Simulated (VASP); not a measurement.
Energy against volume of CoAl (CsCl type). Calculation: MS2 meta-GGA, VASP's PBE PAW potentials (set 64) (plane waves; VASP). Settings: 520 eV cut-off, 13×13×13 Γ-centred mesh, first-order Methfessel-Paxton smearing of 0.10 eV, potentials Al Co.

| V (Å³/atom) | E (eV/atom) |
|---|---|
| 10.527 | -9.33319 |
| 10.863 | -9.35462 |
| 11.199 | -9.36135 |
| 11.535 | -9.35552 |

Fit these four points and predict the energy of the run at 11.871 Å³/atom.

A cubic in V^(−2/3), the third-order Birch-Murnaghan form, passes through the four points with V0 = 11.20 Å³/atom and B0 = 199 GPa, and gives -9.3390 eV/atom there. The run gave -9.3390 eV/atom, +0.0 meV/atom from the fit; all five points give B0 = 199 GPa.

The compound is CoAl in the CsCl type structure. It was relaxed first. The run is not spin-polarised, so no magnetic state was tried.
